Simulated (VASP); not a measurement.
Output of a VASP run:

### OSZICAR
```
       N       E                     dE             d eps       ncg     rms          rms(c)
DAV:   1    -0.217859099189E+01   -0.21786E+01   -0.17892E+03  2688   0.546E+02
DAV:   2    -0.711043672470E+01   -0.49318E+01   -0.47042E+01  4122   0.627E+01
DAV:   3    -0.714265335896E+01   -0.32217E-01   -0.32215E-01  3564   0.463E+00
DAV:   4    -0.714268258335E+01   -0.29224E-04   -0.29224E-04  3846   0.136E-01
DAV:   5    -0.714268262867E+01   -0.45328E-07   -0.45170E-07  3480   0.235E-03    0.118E+00
DAV:   6    -0.711492458489E+01    0.27758E-01   -0.37049E-03  3048   0.969E-01    0.721E-01
DAV:   7    -0.710385733773E+01    0.11067E-01   -0.39667E-03  2916   0.957E-01    0.174E-02
DAV:   8    -0.710384655692E+01    0.10781E-04   -0.91238E-06  4014   0.381E-02    0.733E-03
DAV:   9    -0.710384921602E+01   -0.26591E-05   -0.15087E-06  3192   0.149E-02    0.806E-04
DAV:  10    -0.710384880686E+01    0.40916E-06   -0.83370E-09  2844   0.104E-03    0.206E-04
DAV:  11    -0.710384865067E+01    0.15619E-06   -0.14217E-09  1770   0.436E-04    0.705E-06
DAV:  12    -0.710384864477E+01    0.58940E-08   -0.56991E-11  1854   0.108E-04
   1 F= -.71038486E+01 E0= -.71037827E+01  d E =-.710385E+01
       N       E                     dE             d eps       ncg     rms          rms(c)
DAV:   1    -0.710438540289E+01   -0.53675E-03   -0.48158E-03  3396   0.454E-01    0.256E-02
DAV:   2    -0.710438148879E+01    0.39141E-05   -0.22245E-05  3246   0.434E-02    0.156E-02
DAV:   3    -0.710437763853E+01    0.38503E-05   -0.20757E-06  3636   0.905E-03    0.235E-04
DAV:   4    -0.710437763757E+01    0.95729E-09   -0.17016E-08  2598   0.128E-03
   2 F= -.71043776E+01 E0= -.71043271E+01  d E =-.528993E-03
       N       E                     dE             d eps       ncg     rms          rms(c)
DAV:   1    -0.710439434203E+01   -0.16704E-04   -0.20021E-04  3396   0.926E-02    0.556E-03
DAV:   2    -0.710439409711E+01    0.24492E-06   -0.93285E-07  3258   0.890E-03    0.340E-03
DAV:   3    -0.710439384684E+01    0.25028E-06   -0.94297E-08  3048   0.194E-03    0.477E-05
DAV:   4    -0.710439384600E+01    0.83473E-09   -0.87864E-10  1662   0.299E-04
   3 F= -.71043938E+01 E0= -.71043403E+01  d E =-.545201E-03
```

### OUTCAR
```
------------------------ aborting loop because EDIFF is reached ----------------------------------------
  FORCE on cell =-STRESS in cart. coord.  units (eV):
  Direction    XX          YY          ZZ          XY          YZ          ZX
  --------------------------------------------------------------------------------------
  Total       -0.3693449     -0.3693449     -0.3688952     -0.0000000      0.0000000      0.0000000
  in kB      -35.4847651    -35.4847590    -35.4415618     -0.0000000      0.0000000      0.0000000
  external PRESSURE =     -35.4703619 kB  Pullay stress =       0.0000000 kB
  volume of cell :       16.68
      direct lattice vectors                 reciprocal lattice vectors
     1.151074190 -1.993718811  0.000000000     0.434376867 -0.250787622  0.000000000
     1.151074190  1.993718811 -0.000000000     0.434376867  0.250787622  0.000000000
     0.000000000  0.000000000  3.633319322     0.000000000  0.000000000  0.275230419
 POSITION                                       TOTAL-FORCE (eV/Angst)
 -----------------------------------------------------------------------------------
      1.15107      0.66457      0.90833        -0.000000     -0.000000      0.000000
      1.15107     -0.66457      2.72499         0.000000      0.000000      0.000000
 -----------------------------------------------------------------------------------
    total drift:                                0.000000     -0.000003      0.000005
  FREE ENERGIE OF THE ION-ELECTRON SYSTEM (eV)
  ---------------------------------------------------
  free  energy   TOTEN  =        -7.1043938460 eV

  energy  without entropy=       -7.1042332698  energy(sigma->0) =       -7.10434032

 reached required accuracy - stopping structural energy minimisation
```
(Selected blocks of OUTCAR.)

**POSCAR**
```
Be
1
    1.1536827557    -1.9982369736     0.0000000000
    1.1536827557     1.9982369736     0.0000000000
    0.0000000000     0.0000000000     3.6169074774
Be
2
Direct
  0.3333330000   0.6666670000   0.2500000000
  0.6666670000   0.3333330000   0.7500000000
```

Task: Reconstruct the remaining input files.

Result: Several could match; the one computed here: the input of the run itself, revPBE GGA, plane waves, VASP's PBE PAW potentials (set 64).

### KPOINTS
```
kpoints
0
G
 18 18 10
0 0 0
```

### INCAR
```
SYSTEM  =  Be
PREC  =  Accurate; ENCUT  =  520; LREAL  =  .FALSE.
LASPH  =  .TRUE.
EDIFF  =  1E-7; NELM  =  100; ALGO  =  Normal
ISMEAR  =  1; SIGMA  =  0.1
GGA  =  RE
IBRION  =  2; NSW  =  30; ISIF  =  4
EDIFFG  =  -0.01
LWAVE  =  .FALSE.; LCHARG  =  .FALSE.
```

POTCAR, in this order: Be (PBE.64 set). Program: vasp_std.

The compound is Be in the hcp structure. This cell is one point of a volume scan, at 1.03 of the reference volume. Symmetry was kept, so distortions that lower it aren't found.
